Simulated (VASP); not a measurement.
# SbP (F-43m) in VASP: further runs, part 2 of 2

VASP 6.6.1. The steps go on from the part before.

## 3. Single point, LDA

This run uses another cell than the first one, of 27.25 Å³/atom, 0.889 times its volume.

Contents of INCAR:

```
SYSTEM = SbP
PREC     = Accurate       ! precision mode
ENCUT    = 520            ! plane-wave cutoff, eV
EDIFF    = 1E-7           ! SCF threshold, eV
ISMEAR   = 0              ! smearing method
SIGMA    = 0.05           ! smearing width, eV
LREAL    = .FALSE.        ! projectors in reciprocal space
LASPH    = .TRUE.         ! aspherical terms in the spheres
NELM     = 100            ! most SCF steps
ALGO     = Normal         ! electronic algorithm
ISIF     = 2              ! what is computed and relaxed
LWAVE    = .FALSE.        ! write WAVECAR
LCHARG   = .TRUE.         ! write CHGCAR
GGA      = CA             ! functional
LELF     = .TRUE.         ! ELF
LVHAR    = .TRUE.       
NBANDS   = 12             ! bands
```

Contents of KPOINTS:

```
regular mesh
0
G
  6 6 6
  0 0 0
```

Contents of POSCAR:

```
SbP
1.0
    0.0000000000      3.0090989274      3.0090989274
    3.0090989274      0.0000000000      3.0090989274
    3.0090989274      3.0090989274      0.0000000000
Sb P
1 1
Direct
    0.0000000000      0.0000000000      0.0000000000
    0.2500000000      0.2500000000      0.2500000000
```

Potentials or basis: VASP PAW LDA potentials, release 64 (Sb, P).

Command:

```console
$ cat potpaw_LDA.64/Sb/POTCAR potpaw_LDA.64/P/POTCAR > POTCAR
$ mpirun -np 1 vasp_std > vasp.out
```

OUTCAR:

```text
SYSTEM = SbP
   PREC = Accurate
   ENCUT = 520
   EDIFF = 1E-7
   ISMEAR = 0
   LREAL = .FALSE.
   LASPH = .TRUE.
   NELM = 100
   ISIF = 2
   GGA = CA

 ion  position               nearest neighbor table
   1  0.000  0.000  0.000-   2 2.61   2 2.61   2 2.61   2 2.61
   2  0.250  0.250  0.250-   1 2.61   1 2.61   1 2.61   1 2.61

  LATTYP: Found a face centered cubic cell.
 ALAT       =     6.0181978548

  Lattice vectors:

 A1 = (   0.0000000000,   3.0090989274,   3.0090989274)
[... 415 lines left out ...]

------------------------ aborting loop because EDIFF is reached ----------------------------------------

  FORCE on cell =-STRESS in cart. coord.  units (eV):
  Direction    XX          YY          ZZ          XY          YZ          ZX
  --------------------------------------------------------------------------------------
  -------------------------------------------------------------------------------------
  Total        1.8975235      1.8975235      1.8975235      0.0000000      0.0000000     -0.0000000
  in kB       55.7902561     55.7902561     55.7902561      0.0000000      0.0000000     -0.0000000
  external PRESSURE =      55.7902561 kB  Pullay stress =       0.0000000 kB

 VOLUME and BASIS-vectors are now :
 -----------------------------------------------------------------------------
  energy-cutoff  :      520.00
  volume of cell :       54.49
      direct lattice vectors                 reciprocal lattice vectors
     0.000000000  3.009098927  3.009098927    -0.166162699  0.166162699  0.166162699
     3.009098927  0.000000000  3.009098927     0.166162699 -0.166162699  0.166162699
     3.009098927  3.009098927  0.000000000     0.166162699  0.166162699 -0.166162699

 POSITION                                       TOTAL-FORCE (eV/Angst)
 -----------------------------------------------------------------------------------
      0.00000      0.00000      0.00000         0.000000     -0.000000     -0.000000
      1.50455      1.50455      1.50455        -0.000000      0.000000      0.000000
 -----------------------------------------------------------------------------------
    total drift:                               -0.000000     -0.000000     -0.000000

  FREE ENERGIE OF THE ION-ELECTRON SYSTEM (eV)
  ---------------------------------------------------
  free  energy   TOTEN  =        -9.6873373102 eV

  energy  without entropy=       -9.6856913382  energy(sigma->0) =       -9.68651432
```

Wall time 9 s (1 thread of Intel Xeon Platinum 8488C (Sapphire Rapids), shared host); peak memory 0.15 GiB.

What came out:

```
Free energy            : -9.6873 eV
Pressure               : 5.6 GPa
Band gap on the k mesh : none (metal or under the smearing width)
```

Levels at points of the mesh, in eV from the Fermi level:
| k point | band 2 | band 3 | band 4 | band 5 | band 6 | band 7 | band 8 | band 9 |
| --- | --- | --- | --- | --- | --- | --- | --- | --- |
| (0.00, 0.00, 0.00) | -4.35 | -2.66 | -2.66 | -2.66 | 0.22 | 0.22 | 0.22 | 4.54 |
| (0.50, 0.00, 0.00) | -9.27 | -3.66 | -3.66 | -2.61 | 1.37 | 1.37 | 4.39 | 6.41 |
| (0.50, 0.50, 0.00) | -10.43 | -4.84 | -4.84 | -1.25 | -1.01 | 5.17 | 5.17 | 6.25 |

Spin-orbit coupling is left out, which matters for the levels of Sb.

## 4. Single point, LDA

This run uses another cell than the first one, of 24.65 Å³/atom, 0.804 times its volume.

Contents of INCAR:

```
PREC     = Accurate       # precision mode
ENCUT    = 520            # plane-wave cutoff, eV
EDIFF    = 1E-7           # SCF threshold, eV
ISMEAR   = 0              # smearing method
SIGMA    = 0.05           # smearing width, eV
LREAL    = F              # projectors in reciprocal space
LASPH    = T              # aspherical terms in the spheres
NELM     = 100            # most SCF steps
ALGO     = Normal         # electronic algorithm
ISIF     = 2              # what is computed and relaxed
LWAVE    = F              # write WAVECAR
LCHARG   = F              # write CHGCAR
NBANDS   = 12             # bands
```

Contents of KPOINTS:

```
Automatic mesh
0
Gamma
  6 6 6
```

Contents of POSCAR:

```
SbP
1.0
    0.0000000000      2.9101917669      2.9101917669
    2.9101917669      0.0000000000      2.9101917669
    2.9101917669      2.9101917669      0.0000000000
Sb P
1 1
Direct
    0.0000000000      0.0000000000      0.0000000000
    0.2500000000      0.2500000000      0.2500000000
```

Command:

```console
$ cat potpaw_LDA.64/Sb/POTCAR potpaw_LDA.64/P/POTCAR > POTCAR
$ mpirun -np 1 vasp_std > vasp.out
```

It took 9.2 s on 1 thread of Intel Xeon Platinum 8488C (Sapphire Rapids), shared host; peak memory 0.15 GiB.

Results (log left out):

```
Free energy            : -9.3864 eV
Pressure               : 13.0 GPa
Band gap on the k mesh : none (metal or under the smearing width)
```

Levels at points of the mesh, in eV from the Fermi level:
```
           k point  band 3  band 4  band 5  band 6  band 7  band 8
(0.00, 0.00, 0.00)   -3.02   -3.02   -3.02    0.00    0.00    0.00
(0.50, 0.00, 0.00)   -4.13   -4.13   -2.66    1.18    1.18    4.47
(0.50, 0.50, 0.00)   -5.45   -5.45   -1.61   -1.29    5.62    5.62
```

Spin-orbit coupling is left out, which matters for the levels of Sb.

## 5. Overview

| cell | gap on the mesh (eV) | pressure (GPa) |
| --- | --- | --- |
| F-43m, 30.65 Å³/atom | none | -1.2 |
| F-43m, 27.25 Å³/atom | none | 5.6 |
| F-43m, 24.65 Å³/atom | none | 13.0 |

Alike in all rows: task single point; level LDA; potentials or basis VASP PAW LDA potentials, release 64 (Sb, P); no spin polarisation; k mesh 6 × 6 × 6; cutoff (eV) 520; smearing gaussian 0.05 eV.

Every run on the cell as given and a fine mesh finds a metal.

Total energies depend on the potentials used, so only differences within one code and one set of settings carry meaning.
